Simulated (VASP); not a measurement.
```xyz
2
Lattice="0.0000 2.8714 2.8714 2.8714 0.0000 2.8714 2.8714 2.8714 0.0000" Properties=species:S:1:pos:R:3 pbc="T T T"
Ga     0.0000     0.0000     0.0000
As     1.4357     1.4357     1.4357
```

All values below come from optB88-vdW, VASP's PBE PAW potentials (set 64) (plane waves; VASP 6.6.1). Numerical set-up: 520 eV cut-off, 11×11×11 Γ-centred mesh, first-order Methfessel-Paxton smearing of 0.10 eV, potentials Ga_d As.

Problem. The job: GaAs (zinc blende), 2 atoms, optB88-vdW, static run, 520 eV, 11×11×11 Γ-centred mesh. Roughly how much core time does it take on a busy server core?

Solution. About 70 core-seconds (one run on a shared machine, a rough figure). It had 56 irreducible k-points, 13 bands, up to 1303 plane waves and 14 electronic steps.

The compound is GaAs in the zinc blende structure. It was relaxed first, which changed the volume by +5 %.
